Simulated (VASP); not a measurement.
Input:

```xyz
2
Lattice="0.0000 2.5084 2.5084 2.5084 0.0000 2.5084 2.5084 2.5084 0.0000" Properties=species:S:1:pos:R:3 pbc="T T T"
Ni     3.7626     3.7626     3.7626
Ni     2.5084     2.5084     2.5084
```
Starting moments (μB, in the order of the record's atoms Ni Ni): -0.9 -0.9.

Computed with r2SCAN meta-GGA, VASP's PBE PAW potentials (set 64) (plane waves; VASP). Run with 400 eV cut-off, 14×14×14 Γ-centred mesh, tetrahedra with Blöchl corrections, potentials Ni.

**Question.** Give the spin-up energies of bands 1 to 14 at the high-symmetry points, in eV from the Fermi level.

**Answer.** 
| band | Γ | X | U | L | W |
|---|---|---|---|---|---|
| 1 | -7.22 | -3.29 | -3.36 | -4.00 | -3.29 |
| 2 | -2.86 | -3.29 | -3.09 | -2.70 | -3.29 |
| 3 | -2.86 | -2.55 | -2.70 | -2.70 | -2.55 |
| 4 | -2.67 | -2.55 | -2.69 | -2.63 | -2.55 |
| 5 | -2.67 | -2.32 | -2.33 | -2.63 | -1.95 |
| 6 | -2.67 | -2.32 | -1.77 | -2.60 | -1.95 |
| 7 | -0.91 | -1.37 | -1.66 | -1.79 | -1.67 |
| 8 | -0.91 | -1.37 | -1.39 | -0.76 | -1.67 |
| 9 | -0.91 | 0.23 | 0.27 | -0.76 | 0.38 |
| 10 | -0.01 | 0.23 | 0.37 | 0.04 | 0.38 |
| 11 | 0.00 | 1.49 | 1.32 | 0.04 | 1.92 |
| 12 | 12.50 | 1.49 | 1.73 | 1.21 | 1.92 |
| 13 | 12.50 | 4.50 | 2.16 | 9.03 | 2.81 |
| 14 | 12.50 | 4.50 | 5.74 | 9.03 | 2.81 |

**Question.** Give the spin-down energies of bands 1 to 14 at the high-symmetry points, in eV from the Fermi level.

**Answer.** 
```csv
band,Γ,X,U,L,W
1,-7.09,-4.19,-4.36,-4.25,-4.29
2,-3.79,-4.19,-4.01,-3.80,-4.29
3,-3.79,-3.76,-3.86,-3.80,-3.48
4,-3.79,-3.76,-3.50,-3.76,-3.48
5,-3.77,-2.89,-3.15,-3.63,-2.97
6,-3.77,-2.89,-2.67,-3.63,-2.97
7,-2.24,-2.43,-2.62,-1.85,-2.57
8,-2.24,-2.43,-2.47,-1.85,-2.57
9,-2.24,-1.28,-1.21,-1.71,-1.10
10,-1.19,-1.28,-1.09,-1.40,-1.10
11,-1.19,0.81,0.83,-1.40,1.43
12,12.34,0.81,1.26,0.08,1.43
13,12.34,4.59,1.81,8.96,2.62
14,12.34,4.59,5.73,8.96,2.62
```

It has no gap at this level: it comes out as a metal or semimetal.

The structure was generated: Ni was put into the diamond type (Fd-3m), which need not be its known phase. It was relaxed first, which changed the volume by +30 %.
